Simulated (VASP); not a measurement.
Method: PBEsol GGA, VASP's PBE PAW potentials (set 64) (plane waves; VASP).

The input files of a VASP run:

**KPOINTS**
```
Automatic mesh
0
Gamma
6 6 6
0 0 0
```

### INCAR
```
SYSTEM = KMgF3
PREC = Accurate
ENCUT = 620
EDIFF = 1E-6
NELM = 100
ALGO = Normal
LREAL = .FALSE.
LASPH = .TRUE.
ISMEAR = 0
SIGMA = 0.05
GGA = PS
LWAVE = .FALSE.
LCHARG = .FALSE.
IBRION = 2
ISIF = 3
NSW = 40
EDIFFG = -0.02
PSTRESS = 50
```

**POSCAR**
```
KMgF3
1
    3.9066104370     0.0000000000    -0.0000000000
    0.0000000000     3.9066104370     0.0000000000
    0.0000000000     0.0000000000     3.9066104370
K Mg F
1 1 3
Direct
  0.0000000000   0.0000000000   0.0000000000
  0.5000000000   0.5000000000   0.5000000000
  0.5000000000   0.0000000000   0.5000000000
  0.0000000000   0.5000000000   0.5000000000
  0.5000000000   0.5000000000   0.0000000000
```

POTCAR, in this order: K_sv Mg F (PBE.64 set). Program: vasp_std.

Question: What will the output report for the number of irreducible k-points (NKPTS), largest plane-wave count, number of space-group operations, FFT grid (NGX, NGY, NGZ)?

Answer: 
| Quantity | Result |
|---|---|
| number of irreducible k-points (NKPTS) | 20 |
| largest plane-wave count | 2176 |
| number of space-group operations | 48 |
| FFT grid (NGX, NGY, NGZ) | 32 × 32 × 32 |

The compound is KMgF3 in the cubic perovskite structure. It was relaxed first under an external pressure of 5 GPa.
